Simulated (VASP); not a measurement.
Here is the system:

```yaml
crystal:
  lattice:
    - [4.32795, 0.00000, 0.00000]
    - [0.00000, 4.32795, 0.00000]
    - [0.00000, 0.00000, 2.88819]
  atoms:
    - { symbol: Mg, position: [0.00000, 0.00000, 0.00000] }
    - { symbol: Mg, position: [0.50000, 0.50000, 0.50000] }
    - { symbol: F, position: [0.30130, 0.30130, 0.00000] }
    - { symbol: F, position: [0.80130, 0.19870, 0.50000] }
    - { symbol: F, position: [0.19870, 0.80130, 0.50000] }
    - { symbol: F, position: [0.69870, 0.69870, 0.00000] }
```

All values below come from LDA (Ceperley-Alder, Perdew-Zunger), VASP's LDA PAW potentials (set 64) (plane waves; VASP). Settings: 620 eV cut-off, 5×5×8 Γ-centred mesh, Gaussian smearing of 0.050 eV, potentials Mg F.

Q: Predict the energy per atom (σ→0), pressure, band gap (on the k-mesh) with the smallest direct gap where there is one.

A: 
The band gap (on the k-mesh) is 8.14 eV, the smallest direct gap (on the k-mesh) is 8.14 eV and the energy per atom (σ→0) comes out as -5.776 eV/atom. The pressure comes out as 20.26 GPa.

Only differences to runs with the same potentials and settings are physical.

The compound is MgF2 in the rutile structure. It was relaxed first under an external pressure of 20 GPa.
